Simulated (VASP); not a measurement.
Data:

```yaml
crystal:
  lattice:
    - [0.00000, 3.44760, 3.44760]
    - [3.44760, 0.00000, 3.44760]
    - [3.44760, 3.44760, 0.00000]
  atoms:
    - { symbol: Mg, position: [0.25000, 0.25000, 0.25000] }
    - { symbol: Mg, position: [0.75000, 0.75000, 0.75000] }
    - { symbol: Sn, position: [0.00000, 0.00000, 0.00000] }
```

Method: PBE GGA, VASP's PBE PAW potentials (set 64) (plane waves; VASP 6.6.1). Run with 400 eV cut-off, 5×5×5 Γ-centred mesh, Gaussian smearing of 0.050 eV, potentials Mg Sn_d.

Unless said otherwise, spin-orbit coupling is left out, though it shifts the bands of the heavy elements here.

Problem. Estimate the energy per atom (σ→0), pressure, band gap (on the k-mesh) with the smallest direct gap where there is one.

Solution. 
- band gap (on the k-mesh): none (metal, semimetal or under 0.01 eV)
- energy per atom (σ→0): -2.449 eV/atom
- pressure: -1.40 GPa

Only differences to runs with the same potentials and settings are physical.

The compound is Mg2Sn in the antifluorite structure. The cell was not relaxed at this level. The k-mesh is coarse (spacing up to 0.32 per Å, 2π included), so the numbers may not be converged in it.
